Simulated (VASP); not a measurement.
Data:

```yaml
crystal:
  lattice:
    - [4.68912, 0.00000, 0.00000]
    - [0.00000, 4.68912, 0.00000]
    - [0.00000, 0.00000, 3.09610]
  atoms:
    - { symbol: Mg, position: [0.00000, 0.00000, 0.00000] }
    - { symbol: Mg, position: [0.50000, 0.50000, 0.50000] }
    - { symbol: F, position: [0.30259, 0.30259, 0.00000] }
    - { symbol: F, position: [0.80259, 0.19741, 0.50000] }
    - { symbol: F, position: [0.19741, 0.80259, 0.50000] }
    - { symbol: F, position: [0.69741, 0.69741, 0.00000] }
```

Calculation: vdW-DF2, VASP's PBE PAW potentials (set 64) (plane waves; VASP). Run with 520 eV cut-off, 5×5×8 Γ-centred mesh, tetrahedra with Blöchl corrections, potentials Mg F.

Question: Predict the energy per atom (σ→0), band gap (on the k-mesh) with the smallest direct gap where there is one.

Answer: 
| Item | Result |
|---|---|
| band gap (on the k-mesh) | 6.80 eV |
| smallest direct gap (on the k-mesh) | 6.80 eV |
| energy per atom (σ→0) | -3.788 eV/atom |

The absolute energy has meaning only against runs of the same code, potentials and settings.

The compound is MgF2 in the rutile structure. It was relaxed first.
